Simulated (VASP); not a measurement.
Computed with LDA (Ceperley-Alder, Perdew-Zunger), VASP's LDA PAW potentials (set 64) (plane waves; VASP).

Input for VASP

File KPOINTS:
```
Automatic mesh
0
Gamma
5 5 7
0 0 0
```

### POSCAR
```
MoSi2
1
   -1.6050000000     1.6050000000     3.9250000000
    1.6050000000    -1.6050000000     3.9250000000
    1.6050000000     1.6050000000    -3.9250000000
Si Mo
2 1
Direct
  0.6549790000   0.6721850000   0.0056340000
  0.3435790000   0.3484550000   0.0283120000
  0.0014420000  -0.0206400000  -0.0339460000
```

INCAR:
```
SYSTEM = MoSi2
PREC = Accurate
ENCUT = 300
EDIFF = 1E-6
NELM = 100
ALGO = Normal
LREAL = .FALSE.
LASPH = .TRUE.
ISMEAR = -1
SIGMA = 0.1
LMAXMIX = 4
LWAVE = .FALSE.
LCHARG = .FALSE.
ISIF = 2
```

POTCAR, in this order: Si Mo_sv (LDA.64 set). Program: vasp_std.

Output of the run:

### OSZICAR
```
       N       E                     dE             d eps       ncg     rms          rms(c)
DAV:   1     0.639130040887E+02    0.63913E+02   -0.85687E+03  2992   0.915E+02
DAV:   2    -0.251132213912E+02   -0.89026E+02   -0.87709E+02  3277   0.255E+02
DAV:   3    -0.265725517609E+02   -0.14593E+01   -0.14496E+01  3403   0.302E+01
DAV:   4    -0.265792285843E+02   -0.66768E-02   -0.66755E-02  3214   0.227E+00
DAV:   5    -0.265792811314E+02   -0.52547E-04   -0.52545E-04  3403   0.176E-01    0.221E+01
DAV:   6    -0.258252433609E+02    0.75404E+00   -0.68030E+00  3214   0.190E+01    0.473E+00
DAV:   7    -0.256907182330E+02    0.13453E+00   -0.10202E+00  3060   0.708E+00    0.463E+00
DAV:   8    -0.256504710649E+02    0.40247E-01   -0.12327E-01  3242   0.288E+00    0.388E-01
DAV:   9    -0.256495625560E+02    0.90851E-03   -0.24231E-03  3235   0.435E-01    0.214E-01
DAV:  10    -0.256494245531E+02    0.13800E-03   -0.59426E-04  3186   0.229E-01    0.597E-02
DAV:  11    -0.256494165406E+02    0.80125E-05   -0.83094E-05  3263   0.760E-02    0.203E-02
DAV:  12    -0.256494156407E+02    0.89994E-06   -0.76964E-06  3193   0.184E-02
   1 F= -.25649416E+02 E0= -.25644954E+02  d E =-.892343E-02
```

OUTCAR:
```
------------------------ aborting loop because EDIFF is reached ----------------------------------------
  FORCE on cell =-STRESS in cart. coord.  units (eV):
  Direction    XX          YY          ZZ          XY          YZ          ZX
  --------------------------------------------------------------------------------------
  Total       -1.2831938     -1.0544561     -1.0385187      0.0818823      0.0378221     -0.3335613
  in kB      -50.8338634    -41.7723931    -41.1410326      3.2437774      1.4983268    -13.2140681
  external PRESSURE =     -44.5824297 kB  Pullay stress =       0.0000000 kB
  volume of cell :       40.44
      direct lattice vectors                 reciprocal lattice vectors
    -1.605000000  1.605000000  3.925000000     0.000000000  0.311526480  0.127388535
     1.605000000 -1.605000000  3.925000000     0.311526480  0.000000000  0.127388535
     1.605000000  1.605000000 -3.925000000     0.311526480  0.311526480  0.000000000
 POSITION                                       TOTAL-FORCE (eV/Angst)
 -----------------------------------------------------------------------------------
      0.03666     -0.01857      5.18701        -0.705589      0.154450      0.537206
      0.05327      0.03761      2.60511        -0.523850     -0.363035      0.458745
      3.12008     -0.01904      0.05789         1.229439      0.208585     -0.995951
 -----------------------------------------------------------------------------------
    total drift:                               -0.000186     -0.000082      0.000085
  FREE ENERGIE OF THE ION-ELECTRON SYSTEM (eV)
  ---------------------------------------------------
  free  energy   TOTEN  =       -25.6494156407 eV

  energy  without entropy=      -25.6404922136  energy(sigma->0) =      -25.64495393
```
(Selected blocks of OUTCAR.)

**OUTCAR**
```
 val. band max:       12.0643472203   @ k =  -0.2000  -0.2000   0.1429

 cond. band min:      12.1154254981   @ k =  -0.4000  -0.4000   0.4286


 Fermi energy:        12.0961473919

 k-point     1 :       0.0000    0.0000    0.0000
  band No.  band energies     occupation
      1     -48.2163      2.00000
      2     -22.5897      2.00000
      3     -22.5062      2.00000
      4     -22.5015      2.00000
      5      -1.2028      2.00000
      6       5.7636      2.00000
      7       8.6764      2.00000
      8       8.9862      2.00000
      9       9.4868      2.00000
     10       9.5893      2.00000
     11      12.4029      0.08891
     12      15.0042      0.00000
     13      15.2506      0.00000
     14      15.6401      0.00000
     15      15.7389      0.00000

 k-point     2 :       0.2000    0.0000    0.0000
  band No.  band energies     occupation
      1     -48.2107      2.00000
      2     -22.6100      2.00000
      3     -22.5691      2.00000
      4     -22.4931      2.00000
      5      -0.4911      2.00000
      6       5.6812      2.00000
      7       7.2864      2.00000
      8       8.8648      2.00000
      9       9.8557      2.00000
     10      10.2017      2.00000
     11      11.1320      1.99987
     12      13.6146      0.00000
     13      14.2082      0.00000
     14      16.0742      0.00000
     15      16.7615      0.00000

 k-point     3 :       0.4000    0.0000   -0.0000
  band No.  band energies     occupation
      1     -48.1999      2.00000
      2     -22.7443      2.00000
      3     -22.5662      2.00000
      4     -22.4795      2.00000
      5       1.4334      2.00000
      6       3.9364      2.00000
      7       7.0749      2.00000
      8       7.8255      2.00000
      9       9.6077      2.00000
     10       9.8487      2.00000
     11      11.2980      1.99932
     12      13.9487      0.00000
     13      14.9384      0.00000
     14      15.7336      0.00000
     15      16.5352      0.00000
...
```

At this cut-off the stress carries a Pulay error, which pulls relaxed volumes low.

The structure is a typed MoSi2 crystal. The cell was not relaxed at this level, atoms are displaced from their ideal sites. The k-mesh is coarse (spacing up to 0.42 per Å, 2π included), so the numbers may not be converged in it. The run is one of a series of settings (GGA removed, POTCAR Si Mo_sv (LDA.64 set) against the base run), some of them coarse on purpose.
